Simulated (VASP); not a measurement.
Method: PBEsol GGA, VASP's PBE PAW potentials (set 64) (plane waves; VASP).

Input for VASP

### KPOINTS
```
kpoints
0
Gamma
7 7 7
0 0 0
```

File POSCAR:
```
SnTe
1
    0.0000000000     3.1425384091     3.1425384091
    3.1425384091     0.0000000000     3.1425384091
    3.1425384091     3.1425384091     0.0000000000
Sn Te
1 1
Direct
  0.0000000000   0.0000000000   0.0000000000
  0.5000000000   0.5000000000   0.5000000000
```

### INCAR
```
# general
SYSTEM  = SnTe
PREC    = Accurate
ENCUT   = 500
LREAL   = .FALSE.
LASPH   = .TRUE.

# electronic loop
EDIFF   = 1E-6
NELM    = 100
ALGO    = Normal
LMAXMIX = 4

# smearing
ISMEAR  = 0
SIGMA   = 0.05

# functional
GGA     = PS

# ions
IBRION  = 2
NSW     = 40
ISIF    = 3
EDIFFG  = -0.02
PSTRESS = 50

# output
LWAVE   = .FALSE.
LCHARG  = .FALSE.
```

POTCAR, in this order: Sn_d Te (PBE.64 set). Program: vasp_std.

Problem. What will the output report for the number of irreducible k-points (NKPTS), largest plane-wave count, number of space-group operations, FFT grid (NGX, NGY, NGZ)?

Solution. 
```
Item                                           Value
--------------------------------------  ------------
number of irreducible k-points (NKPTS)            20
largest plane-wave count                        1600
number of space-group operations                  48
FFT grid (NGX, NGY, NGZ)                32 × 32 × 32
```

The structure was generated: SnTe was put into the rock salt type (Fm-3m), which need not be its known phase. This run relaxes it under an external pressure of 5 GPa. Symmetry was kept, so distortions that lower it aren't found.
